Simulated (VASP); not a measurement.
# Ti4Fe (Fmmm) in VASP: reference runs

Reference runs on Ti4Fe: the cell as given.

Program: VASP 6.6.1. These are calculated values, not measurements. Logs are shortened: lines on timing, memory, paths and dates and some standing lists are left out, and cuts for length are marked.

### 1 The structure

The structure is orthorhombic, space group Fmmm (No. 69). The conventional cell has a = 3.287 Å, b = 4.590 Å, c = 21.024 Å, α = 90.00°, β = 90.00°, γ = 90.00°. Around Fe (site symmetry mmm) lie 4 Ti at 2.40 Å. Around Ti (site symmetry mm2) lie 2 Fe at 2.40 Å. Around Ti (site symmetry mm2) lie 8 Ti at 2.78 to 2.90 Å.

The cell comes from a database or a generator and needn't be the stable form of this composition.

### 2 Single point, PBE, collinear spin, ferromagnetic start

INCAR reads:

```
SYSTEM = Ti4Fe
PREC = Accurate
ENCUT = 520
EDIFF = 1E-7
ISMEAR = -1
SIGMA = 0.05
LREAL = .False.
LASPH = .True.
NELM = 150
ALGO = Normal
ISIF = 2
LWAVE = .False.
LCHARG = .False.
ISPIN = 2
MAGMOM = 3 1 1 1 1
LORBIT = 11
LMAXMIX = 4
GGA = PE
NBANDS = 40
```

KPOINTS reads:

```
regular mesh
0
Gamma
  10 10 10
  0 0 0
```

POSCAR reads:

```
Ti4Fe
1.0
    0.0000000000      2.2949650000     10.5120700000
    1.6434470000      0.0000000000     10.5120700000
    1.6434470000      2.2949650000      0.0000000000
Fe Ti
1 4
Direct
    0.0000000000      0.0000000000      0.0000000000
    0.5830220000      0.5830220000      0.4169780000
    0.1965650000      0.1965650000      0.8034350000
    0.8034350000      0.8034350000      0.1965650000
    0.4169780000      0.4169780000      0.5830220000
```

Potentials or basis: VASP PAW PBE potentials, release 64 (Fe, Ti_sv).

Command:

```bash
$ cat potpaw_PBE.64/Fe/POTCAR potpaw_PBE.64/Ti_sv/POTCAR > POTCAR
$ mpirun -np 1 vasp_std > vasp.out
```

OUTCAR:

```text
SYSTEM = Ti4Fe
   PREC = Accurate
   ENCUT = 520
   EDIFF = 1E-7
   ISMEAR = -1
   LREAL = .False.
   LASPH = .True.
   NELM = 150
   ISIF = 2
   ISPIN = 2
   LORBIT = 11
   GGA = PE

 ion  position               nearest neighbor table
   1  0.000  0.000  0.000-   2 2.40   2 2.40   5 2.40   5 2.40   5 2.88   2 2.88   2 2.88   5 2.88

   2  0.583  0.583  0.417-   1 2.40   1 2.40   1 2.88   1 2.88   3 2.90   3 2.90
   3  0.197  0.197  0.803-   4 2.78   4 2.78   2 2.90   2 2.90
   4  0.803  0.803  0.197-   3 2.78   3 2.78   5 2.90   5 2.90
   5  0.417  0.417  0.583-   1 2.40   1 2.40   1 2.88   1 2.88   4 2.90   4 2.90

  LATTYP: Found a face centered orthorhombic cell.
 ALAT       =     3.2868940000
 B/A-ratio  =     1.3964338369
 C/A-ratio  =     6.3963547349

  Lattice vectors:

 A1 = (   0.0000000000,   2.2949650000,  10.5120700000)
 A2 = (   1.6434470000,   0.0000000000,  10.5120700000)
 A3 = (   1.6434470000,   2.2949650000,   0.0000000000)

Analysis of symmetry for initial positions (statically):
=====================================================================
 Subroutine PRICEL returns:
 Original cell was already a primitive cell.

 Routine SETGRP: Setting up the symmetry group for a
 face centered orthorhombic supercell.

 Subroutine GETGRP returns: Found  8 space group operations
 (whereof  8 operations were pure point group operations)
 out of a pool of  8 trial point group operations.

The static configuration has the point symmetry D_2h.

Analysis of symmetry for dynamics (positions and initial velocities):
=====================================================================
 Subroutine PRICEL returns:
 Original cell was already a primitive cell.

 Routine SETGRP: Setting up the symmetry group for a
 face centered orthorhombic supercell.

 Subroutine GETGRP returns: Found  8 space group operations
 (whereof  8 operations were pure point group operations)
 out of a pool of  8 trial point group operations.

The dynamic configuration has the point symmetry D_2h.

Analysis of structural, dynamic, and magnetic symmetry:
=====================================================================
 Subroutine PRICEL returns:
 Original cell was already a primitive cell.

 Routine SETGRP: Setting up the symmetry group for a
 face centered orthorhombic supercell.

 Subroutine GETGRP returns: Found  8 space group operations
 (whereof  8 operations were pure point group operations)
 out of a pool of  8 trial point group operations.

The overall configuration has the point symmetry D_2h.

 Subroutine INISYM returns: Found  8 space group operations
 (whereof  8 operations are pure point group operations),
[... 137 lines left out ...]
   NGX = 41   NGY = 39   NGZ = 11

 number of electron      56.0000004 magnetization      -0.0008124

 number of electron      56.0000004 magnetization       0.0000391

 Free energy of the ion-electron system (eV)
  ---------------------------------------------------
  ext. energy  EPLUGINS =         0.00000000
  ---------------------------------------------------
  free energy    TOTEN  =       -39.60863285 eV

  energy without entropy =      -39.54402096  energy(sigma->0) =      -39.57632691

 E-fermi :   7.9672     XC(G=0): -11.8129

 val. band max:        7.9669793957   @ k =  -0.4000   0.1000   0.0000
 cond. band min:       7.9713887024   @ k =   0.5000   0.4000   0.1000
 fundamental gap:      0.0044093067
 Fermi energy:         7.9672255904

 spin component 1

 k-point     1 :       0.0000    0.0000    0.0000
  band No.  band energies     occupation
      1     -48.6737      1.00000
      2     -48.6684      1.00000
      3     -48.5279      1.00000
      4     -48.4511      1.00000
      5     -25.0847      1.00000
      6     -24.9556      1.00000
[... 1021 lines left out ...]
     39      10.5727      0.00000
     40      10.6499      0.00000

 [... further k-points ...]

 spin component 2

 k-point     1 :       0.0000    0.0000    0.0000
  band No.  band energies     occupation
      1     -48.6737      1.00000
      2     -48.6683      1.00000
      3     -48.5279      1.00000
      4     -48.4511      1.00000
      5     -25.0847      1.00000
      6     -24.9555      1.00000
[... 1021 lines left out ...]
     39      10.5727      0.00000
     40      10.6499      0.00000

 [... further k-points ...]

------------------------ aborting loop because EDIFF is reached ----------------------------------------

  FORCE on cell =-STRESS in cart. coord.  units (eV):
  Direction    XX          YY          ZZ          XY          YZ          ZX
  --------------------------------------------------------------------------------------
  -------------------------------------------------------------------------------------
  Total       -0.4350869     -0.9283251     -0.8953277      0.0000000      0.0000000      0.0000000
  in kB       -8.7909656    -18.7568834    -18.0901676      0.0000000      0.0000000      0.0000000
  external PRESSURE =     -15.2126722 kB  Pullay stress =       0.0000000 kB

 VOLUME and BASIS-vectors are now :
 -----------------------------------------------------------------------------
  energy-cutoff  :      520.00
  volume of cell :       79.30
      direct lattice vectors                 reciprocal lattice vectors
     0.000000000  2.294965000 10.512070000    -0.304238591  0.217868246  0.047564371
     1.643447000  0.000000000 10.512070000     0.304238591 -0.217868246  0.047564371
     1.643447000  2.294965000  0.000000000     0.304238591  0.217868246 -0.047564371

 POSITION                                       TOTAL-FORCE (eV/Angst)
 -----------------------------------------------------------------------------------
      0.00000      0.00000      0.00000        -0.000000      0.000000      0.000000
      1.64345      2.29496     12.25754         0.000000      0.000000     -0.169968
      1.64345      2.29496      4.13261         0.000000      0.000000     -0.047047
      1.64345      2.29496     16.89153         0.000000      0.000000      0.047047
      1.64345      2.29496      8.76660         0.000000      0.000000      0.169968
 -----------------------------------------------------------------------------------
    total drift:                               -0.000000      0.000000      0.000000

  FREE ENERGIE OF THE ION-ELECTRON SYSTEM (eV)
  ---------------------------------------------------
  free  energy   TOTEN  =       -39.6086328543 eV

  energy  without entropy=      -39.5440209567  energy(sigma->0) =      -39.57632691

 total charge

# of ion       s       p       d       tot
------------------------------------------
    1        0.512   0.448   6.396   7.356
    2        2.251   6.144   1.925  10.320
    3        2.241   6.114   1.901  10.256
    4        2.241   6.114   1.901  10.256
    5        2.251   6.144   1.925  10.320
--------------------------------------------------
tot          9.496  24.963  14.048  48.507

 magnetization (x)

# of ion       s       p       d       tot
------------------------------------------
    1        0.000   0.000  -0.000  -0.000
    2       -0.000   0.000   0.000   0.000
    3       -0.000   0.000   0.000   0.000
    4       -0.000   0.000   0.000   0.000
    5       -0.000   0.000   0.000   0.000
--------------------------------------------------
tot         -0.000   0.000  -0.000  -0.000
```

stdout:

```text
POSCAR found type information on POSCAR FeTi
 POSCAR found :  2 types and       5 ions
 scaLAPACK will be used
 LDA part: xc-table for (Slater+PW92), standard interpolation
 POSCAR, INCAR and KPOINTS ok, starting setup
 FFT: planning ... GRIDC
 FFT: planning ... GRID_SOFT
 FFT: planning ... GRID
 WAVECAR not read
 entering main loop
```

Run time: 2.1 h. Hardware: 1 thread of Intel Xeon Platinum 8259CL at 2.50GHz (Skylake/Cascade Lake), shared host; peak memory 1 GiB.

What came out:

```yaml
Free_energy: -39.6086 eV
Pressure: -1.5 GPa
Largest_force: 0.170 eV/Å
Band_gap_on_the_k_mesh: none (metal or under the smearing width)
Net_moment: 0.00 μB per cell
Valence_electrons_inside_the_program's_atomic_spheres: Fe 7.36; Ti 10.32, 10.26
```

Forces on the atoms (eV/Å):
```
Fe   0.000  0.000  0.000
Ti   0.000  0.000 -0.170
Ti   0.000  0.000 -0.047
Ti   0.000  0.000  0.047
Ti   0.000  0.000  0.170
```

Stress tensor (GPa, compression positive):
```
-0.88  0.00  0.00
 0.00 -1.88  0.00
 0.00  0.00 -1.81
```

Levels at points of the mesh, in eV from the Fermi level:
Spin up:
```csv
k point,band 26,band 27,band 28,band 29,band 30,band 31
"(0.00, 0.00, 0.00)",-0.36,0.12,0.21,0.33,0.37,0.90
"(0.50, 0.00, 0.00)",-0.53,-0.40,-0.18,-0.02,0.43,0.55
"(0.50, 0.50, 0.00)",-0.23,-0.22,-0.12,0.58,0.67,0.76
"(0.50, 0.00, 0.50)",-0.80,0.12,0.31,0.32,0.72,0.86
"(0.00, 0.50, 0.50)",-0.26,-0.15,0.27,0.32,0.69,1.22
```
Spin down:
| k point | band 25 | band 26 | band 27 | band 28 | band 29 | band 30 | band 31 | band 32 |
| --- | --- | --- | --- | --- | --- | --- | --- | --- |
| (0.00, 0.00, 0.00) | -0.36 | -0.36 | 0.12 | 0.21 | 0.33 | 0.37 | 0.90 | 0.94 |
| (0.50, 0.00, 0.00) | -0.59 | -0.53 | -0.40 | -0.18 | -0.02 | 0.43 | 0.55 | 0.74 |
| (0.50, 0.50, 0.00) | -0.36 | -0.23 | -0.22 | -0.12 | 0.58 | 0.67 | 0.76 | 0.96 |
| (0.50, 0.00, 0.50) | -1.29 | -0.80 | 0.12 | 0.31 | 0.32 | 0.72 | 0.86 | 1.96 |
| (0.00, 0.50, 0.50) | -1.71 | -0.26 | -0.15 | 0.27 | 0.32 | 0.69 | 1.22 | 1.62 |

Caveat: the starting moments collapsed, and a magnetic state may lie lower.
